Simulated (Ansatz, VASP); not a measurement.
# Pd in two plane-wave programs, part 2 of 2

Aim: how closely do two programs agree when they are given the same cell, functional and k mesh? The structure shown is the end of the Ansatz relaxation below.

VASP 6.6.1 and Ansatz 0.2.0.

So far. Step 3 (VASP: single point, PBEsol, pair 1): The run ends at a pressure of 7.44 GPa.

### Step 6. VASP: single point, PBEsol, pair 2 (continued)

Level of this step: PBEsol; plane waves and PAW (Pd) (VASP).

Numbers of over 12 decimals in the logs are rounded to 6 here.

Parts of OUTCAR (step 6):

```text
  Total       -1.6177821     -1.6177821     -0.0562640      0.0000000     -0.0000000      0.0000000
  in kB      -58.1593992    -58.1593992     -2.0226956      0.0000000     -0.0000000      0.0000000
  external PRESSURE =     -39.4471647 kB  Pullay stress =       0.0000000 kB

 POSITION                                       TOTAL-FORCE (eV/Angst)
 -----------------------------------------------------------------------------------
      0.00000      0.00000      0.00000         0.000000     -0.000000      0.000000
     -0.00000      1.61396      2.19510        -0.000000      0.000000     -0.000000
      1.39773      0.80698      4.39019         0.000000     -0.000000      0.000000
 -----------------------------------------------------------------------------------
    total drift:                               -0.000000      0.000000      0.000000

  FREE ENERGIE OF THE ION-ELECTRON SYSTEM (eV)
  ---------------------------------------------------
  free  energy   TOTEN  =       -17.8802574256 eV

  energy  without entropy=      -17.8260194203  energy(sigma->0) =      -17.85313842

[... 1 part as in an earlier step ...]

[... 2 further parts left out ...]
[key lines of the parts left out:]
E-fermi :   9.5087
```

The run ends at a pressure of -3.94 GPa.

### Step 7. Differences

What differs besides the data sets and the points named for the pairs above, as far as they apply: the data sets hold 54 valence electrons in Ansatz (on its PAW soft_1 files) and 30 in VASP. Total energies have different zeros and are not compared.

The two programs side by side:

```tsv
quantity	Ansatz	VASP	difference
pressure (GPa)	-3.76	-3.94	+0.18
```

### Step 8. Ansatz: relaxation, PBEsol

This run makes the geometry at which the two programs are then compared. The cell compared in this pair holds 45.03 Å³, against 44.57 Å³ for the pair before.

The structure compared here is the end of the Ansatz relaxation.

File input.yaml:

```yaml
crystal:
  lattice:
    - [2.82286229, 0.0, 0.0]
    - [-1.411431145, 2.4446704545, 0.0]
    - [0.0, 0.0, 6.592339814]
  atoms:
    - { symbol: Pd, position: [0.0, 0.0, 0.0] }
    - { symbol: Pd, position: [0.3333333, 0.6666667, 0.3333333] }
    - { symbol: Pd, position: [0.6666667, 0.3333333, 0.6666667] }
kpoints:
  mp_grid: { grid: [18, 18, 7] }
scf:
  occupations: { method: fermi_dirac, width: 0.05 }
hamiltonian:
  xc: pbesol
  pseudopotentials: { kind: paw, azcp: { folder: soft_1 }, xc_functional: pbe }
basis:
  ecutwfc: 600
output:
  forces: true
  stress: true
relax:
  f_tol: 0.005
  max_steps: 70
  cell: { stress_tol: 0.02, p_target: 0, fix: [a, b, alpha, beta, gamma] }
```

Launch:

```bash
$ ansatz run input.yaml --threads 4 --pin off --max-ram 10240MiB --backend cpu --events-out ev --progress --plain --runs-dir out
```

Log:

```text
[...]
Crystal: 3 atoms, lattice volume = 45.494 Å³
Basis set: ecut = 600 eV, 1527 PW (Γ), exchange–correlation on 48×48×108 points (8 copies of the dense FFT grid, shifted against one another)
Bands: 33, of which v1, the nominal top of the filled ones, is band 27 counted from 1 (26 counted from 0)
Symmetry: 36 space group operations
[...]
k-points: 229 of 2268
[...]
0.000000      -0.000000       0.000857
  P = ⅓ Tr σ = -5.2711 GPa (-52.711 kbar)
--- Relaxed structure (4 steps of the walk, 4 accepted, 1 SCFs on fresh bases) ---
[...]
cell:  # Å, volume = 45.0324 Å³
    - [2.822862, 0, 0]
    - [-1.411431, 2.444670, 0]
    - [0, 0, 6.525520]
  atoms:
    - { symbol: Pd, position: [0, 0, 0] }
    - { symbol: Pd, position: [0.333333, 0.666667, 0.333333] }
    - { symbol: Pd, position: [0.666667, 0.333333, 0.666667] }
[key lines of the parts left out:]
SCF converged after 8 iterations
Free energy (F): -20720.073053 eV
Fermi energy:    19.021081 eV
```

### Step 9. VASP: single point, PBEsol, pair 3

The same cell, functional, mesh and smearing now go to VASP, with its own data sets.

File INCAR:

```
SYSTEM = Pd
PREC = Accurate
ENCUT = 500
EDIFF = 1E-06
NELM = 120
ISMEAR = -1
SIGMA = 0.05
LREAL = .FALSE.
ALGO = Normal
GGA = PS
NBANDS = 21
LASPH = .TRUE.
LORBIT = 11
LWAVE = .FALSE.
LCHARG = .FALSE.
ISIF = 2
GGA_COMPAT = .FALSE.
KPAR = 2
```

File POSCAR:

```
Pd
1.0
    2.8228622900      0.0000000000      0.0000000000
   -1.4114311450      2.4446704545      0.0000000000
    0.0000000000      0.0000000000      6.5255204087
Pd
3
Direct
    0.0000000000      0.0000000000      0.0000000000
    0.3333333333      0.6666666667      0.3333333333
    0.6666666667      0.3333333333      0.6666666667
```

File KPOINTS:

```
Automatic mesh
0
Gamma
18 18 7
0 0 0
```

PAW data sets: Pd (PBE family, release 64).

Launch:

```bash
$ mpirun -np 2 vasp_std
```

Log:

```text
[... set-up lines as in an earlier step ...]
 entering main loop
       N       E                     dE             d eps       ncg     rms          rms(c)
DAV:   1     0.180376231686E+03    0.18038E+03   -0.14824E+04  9618   0.135E+03
DAV:   2    -0.149398495023E+02   -0.19532E+03   -0.18402E+03  9918   0.306E+02
DAV:   3    -0.189528748105E+02   -0.40130E+01   -0.39527E+01 11118   0.485E+01
DAV:   4    -0.189861156907E+02   -0.33241E-01   -0.33231E-01 10938   0.425E+00
[...]
DAV:   9    -0.178429267753E+02    0.30656E-04   -0.85116E-05 11208   0.763E-02    0.456E-02
DAV:  10    -0.178429357034E+02   -0.89280E-05   -0.87103E-06 10823   0.232E-02    0.608E-03
DAV:  11    -0.178429357542E+02   -0.50867E-07   -0.28287E-07  6264   0.469E-03
   1 F= -.17842936E+02 E0= -.17816544E+02  d E =-.527844E-01
```

OUTCAR, selected parts (step 9):

```text
  Total       -2.2671907     -2.2671907     -0.0595317      0.0000000     -0.0000000      0.0000000
  in kB      -80.6628303    -80.6628303     -2.1180381      0.0000000     -0.0000000      0.0000000
  external PRESSURE =     -54.4812329 kB  Pullay stress =       0.0000000 kB

 POSITION                                       TOTAL-FORCE (eV/Angst)
 -----------------------------------------------------------------------------------
      0.00000      0.00000      0.00000        -0.000000     -0.000000      0.000000
     -0.00000      1.62978      2.17517        -0.000000      0.000000     -0.000000
      1.41143      0.81489      4.35035         0.000000     -0.000000      0.000000
 -----------------------------------------------------------------------------------
    total drift:                               -0.000000      0.000000      0.000000

  FREE ENERGIE OF THE ION-ELECTRON SYSTEM (eV)
  ---------------------------------------------------
  free  energy   TOTEN  =       -17.8429357542 eV

  energy  without entropy=      -17.7901513937  energy(sigma->0) =      -17.81654357

[... 1 part as in an earlier step ...]

[... 2 further parts left out ...]
[key lines of the parts left out:]
E-fermi :   9.3384
```

The run ends at a pressure of -5.45 GPa.

### Step 10. Comparison

What differs besides the data sets and the points named for the pairs above, as far as they apply: the data sets hold 54 valence electrons in Ansatz (on its PAW soft_1 files) and 30 in VASP. Total energies have different zeros and are not compared.

Both answers:

```tsv
quantity	Ansatz	VASP	difference
pressure (GPa)	-5.27	-5.45	+0.18
```

### Step 11. Outcome

```
difference in pressure (single point, PBEsol, pair 1) : 0.28 GPa
difference in pressure (single point, PBEsol, pair 2) : 0.18 GPa
difference in pressure (single point, PBEsol, pair 3) : 0.18 GPa
```

What this shows: The difference in pressure is 0.28 GPa (single point, PBEsol, pair 1), within the 1 GPa picked in this series as the mark of a large difference. The data sets hold unlike numbers of valence electrons (54 in Ansatz and 30 in VASP), so part of the differences comes from the potentials. Such differences can come from data sets, numerical settings and the points named under the comparisons, not from the functional's error against experiment.

[Lines on the potential files, build, host, timing and source positions are cut from VASP's logs without a mark.]

[Logs are printed without paths, hosts, clocks, repeated set-up lines and the standing remarks that a program may print on its own settings, such as how far it seeks lower states.]

[Hosts, paths, dates, database ids (printed as entryN), source tags and the programs' standing remarks are cut or masked in the printed files.]
